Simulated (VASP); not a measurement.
Energy against volume of NiSb (NiAs type). Calculation: revPBE GGA, VASP's PBE PAW potentials (set 64) (plane waves; VASP 6.6.1). Numerical set-up: 520 eV cut-off, 9×9×6 Γ-centred mesh, first-order Methfessel-Paxton smearing of 0.10 eV, potentials Ni Sb.

Shape and ions are relaxed at each volume.

```tsv
V (Å³/atom)	E (eV/atom)
16.907	-4.68070
17.447	-4.69766
17.986	-4.70216
18.526	-4.69616
```

Fit these four points and predict the energy of the run at 19.065 Å³/atom.

A cubic in V^(−2/3), the third-order Birch-Murnaghan form, passes through the four points with V0 = 17.93 Å³/atom and B0 = 105 GPa, and gives -4.6813 eV/atom there. The run gave -4.6814 eV/atom, -0.1 meV/atom from the fit; all five points give B0 = 105 GPa.

The compound is NiSb in the NiAs type structure. It was relaxed first. The run is not spin-polarised, so no magnetic state was tried.
